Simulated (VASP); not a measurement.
Here is the system:

```xyz
10
Lattice="4.4359 -2.7439 0.0000 4.4359 2.7439 0.0000 0.0000 0.0000 4.8391" Properties=species:S:1:pos:R:3 pbc="T T T"
Si     1.5713    -0.8260     3.5289
Si     7.3005     0.8260     1.1094
Si     7.3005    -0.8260     3.5289
Si     1.5713     0.8260     1.1094
N      1.9461    -0.6778     1.8618
N      6.9256     0.6778     4.2813
N      6.9256    -0.6778     1.8618
N      1.9461     0.6778     4.2813
O      4.4359     1.5994     3.7710
O      4.4359    -1.5994     1.3515
```

All values below come from LDA (Ceperley-Alder, Perdew-Zunger), VASP's LDA PAW potentials (set 64) (plane waves; VASP). Settings: 520 eV cut-off, 6×6×5 Γ-centred mesh, tetrahedra with Blöchl corrections, potentials Si N O.

The cores are frozen, which limits the accuracy of field gradients.

**Question.** Give the principal components of the electric field gradient (V/Å²) and the asymmetry η at each nucleus.

**Answer.** 
| atom | Vxx | Vyy | Vzz | η |
|---|---|---|---|---|
| Si1 | 8.1 | 0.6 | -8.6 | 0.87 |
| Si2 | 8.1 | 0.6 | -8.6 | 0.87 |
| Si3 | 8.1 | 0.6 | -8.6 | 0.87 |
| Si4 | 8.1 | 0.6 | -8.6 | 0.87 |
| N5 | 21.8 | 19.5 | -41.3 | 0.06 |
| N6 | 21.8 | 19.5 | -41.3 | 0.06 |
| N7 | 21.8 | 19.5 | -41.3 | 0.06 |
| N8 | 21.8 | 19.5 | -41.3 | 0.06 |
| O9 | -44.6 | -37.5 | 82.0 | 0.09 |
| O10 | -44.6 | -37.5 | 82.0 | 0.09 |

The structure comes from a computed database's Si2N2O entry (Cmc2_1), a phase known from measurement. It was relaxed first.
